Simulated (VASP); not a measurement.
All values below come from PBE GGA, VASP's PBE PAW potentials (set 64) (plane waves; VASP).

VASP input:

**POSCAR**
```
ZnSe
1
   -0.0000000000     2.8699683485     2.8699683485
    2.8699683485     0.0000000000     2.8699683485
    2.8699683485     2.8699683485     0.0000000000
Zn Se
1 1
Direct
  0.0000000000   0.0000000000   0.0000000000
  0.7500000000   0.7500000000   0.7500000000
```

INCAR:
```
ALGO = Normal
EDIFF = 1E-6
EDIFFG = -0.01
ENCUT = 480
GGA = PE
IBRION = 2
ISIF = 3
ISMEAR = 0
LASPH = .TRUE.
LCHARG = .FALSE.
LMAXMIX = 4
LREAL = .FALSE.
LWAVE = .FALSE.
NELM = 100
NSW = 60
PREC = Accurate
SIGMA = 0.05
SYSTEM = ZnSe
```

**KPOINTS**
```
Automatic mesh
0
Gamma
7 7 7
0 0 0
```

POTCAR, in this order: Zn Se (PBE.64 set). Program: vasp_std.

What VASP printed:

**OSZICAR**
```
       N       E                     dE             d eps       ncg     rms          rms(c)
DAV:   1     0.829690954825E+02    0.82969E+02   -0.85429E+03   520   0.149E+03
DAV:   2    -0.754746289178E+00   -0.83724E+02   -0.79773E+02   545   0.263E+02
DAV:   3    -0.627056135935E+01   -0.55158E+01   -0.54924E+01   630   0.680E+01
DAV:   4    -0.632134953961E+01   -0.50788E-01   -0.50776E-01   555   0.701E+00
DAV:   5    -0.632163201897E+01   -0.28248E-03   -0.28248E-03   635   0.502E-01    0.462E+00
DAV:   6    -0.604716473543E+01    0.27447E+00   -0.69572E-01   747   0.284E+01    0.351E+00
DAV:   7    -0.603054937623E+01    0.16615E-01   -0.18704E-01   565   0.434E+00    0.148E+00
DAV:   8    -0.603073723695E+01   -0.18786E-03   -0.41713E-03   600   0.643E-01    0.455E-01
DAV:   9    -0.603102071449E+01   -0.28348E-03   -0.10589E-03   580   0.288E-01    0.691E-02
DAV:  10    -0.603110885914E+01   -0.88145E-04   -0.12997E-04   598   0.114E-01    0.163E-02
DAV:  11    -0.603112430264E+01   -0.15444E-04   -0.28971E-05   583   0.561E-02    0.555E-03
DAV:  12    -0.603112567921E+01   -0.13766E-05   -0.36682E-06   600   0.206E-02    0.405E-03
DAV:  13    -0.603112572979E+01   -0.50587E-07   -0.69035E-07   400   0.932E-03
   1 F= -.60311257E+01 E0= -.60311257E+01  d E =-.603113E+01
```

### OUTCAR
```
------------------------ aborting loop because EDIFF is reached ----------------------------------------
  FORCE on cell =-STRESS in cart. coord.  units (eV):
  Direction    XX          YY          ZZ          XY          YZ          ZX
  --------------------------------------------------------------------------------------
  Total       -0.0048810     -0.0048810     -0.0048810      0.0000000      0.0000000     -0.0000000
  in kB       -0.1654098     -0.1654098     -0.1654098      0.0000000      0.0000000     -0.0000000
  external PRESSURE =      -0.1654098 kB  Pullay stress =       0.0000000 kB
  volume of cell :       47.28
      direct lattice vectors                 reciprocal lattice vectors
     0.000000000  2.869968349  2.869968349    -0.174217949  0.174217949  0.174217949
     2.869968349  0.000000000  2.869968349     0.174217949 -0.174217949  0.174217949
     2.869968349  2.869968349  0.000000000     0.174217949  0.174217949 -0.174217949
  FREE ENERGIE OF THE ION-ELECTRON SYSTEM (eV)
  ---------------------------------------------------
  free  energy   TOTEN  =        -6.0311257298 eV

  energy  without entropy=       -6.0311257298  energy(sigma->0) =       -6.03112573

 reached required accuracy - stopping structural energy minimisation
```
(Selected blocks of OUTCAR.)

File OUTCAR:
```
 val. band max:        1.2953215138   @ k =   0.0000   0.0000   0.0000

 cond. band min:       2.4337998818   @ k =   0.0000   0.0000   0.0000


 Fermi energy:         1.5767585606

 k-point     1 :       0.0000    0.0000    0.0000
  band No.  band energies     occupation
      1     -11.7270      2.00000
      2      -5.1207      2.00000
      3      -5.1207      2.00000
      4      -5.1207      2.00000
      5      -4.7847      2.00000
      6      -4.7847      2.00000
      7       1.2953      2.00000
      8       1.2953      2.00000
      9       1.2953      2.00000
     10       2.4338      0.00000
     11       7.1049      0.00000
     12       7.1049      0.00000
     13       7.1049      0.00000

 k-point     2 :       0.1429    0.0000    0.0000
  band No.  band energies     occupation
      1     -11.6062      2.00000
      2      -5.1079      2.00000
      3      -5.1022      2.00000
      4      -5.1022      2.00000
      5      -4.7861      2.00000
      6      -4.7861      2.00000
      7      -0.2424      2.00000
      8       1.1152      2.00000
      9       1.1152      2.00000
     10       3.5662      0.00000
     11       7.0507      0.00000
     12       7.4066      0.00000
     13       7.4067      0.00000

 k-point     3 :       0.2857    0.0000    0.0000
  band No.  band energies     occupation
      1     -11.3106      2.00000
      2      -5.0655      2.00000
      3      -5.0655      2.00000
      4      -5.0166      2.00000
      5      -4.7825      2.00000
      6      -4.7824      2.00000
      7      -2.0896      2.00000
      8       0.7624      2.00000
      9       0.7624      2.00000
     10       3.9386      0.00000
     11       7.7548      0.00000
     12       7.7548      0.00000
     13       8.1547      0.00000

 k-point     4 :       0.4286    0.0000    0.0000
  band No.  band energies     occupation
      1     -11.0430      2.00000
      2      -5.0430      2.00000
      3      -5.0430      2.00000
...
```

The structure comes from a computed database's ZnSe entry (F-43m); how it stands against other phases isn't given here. It was relaxed first. The start is the result of an earlier pass.
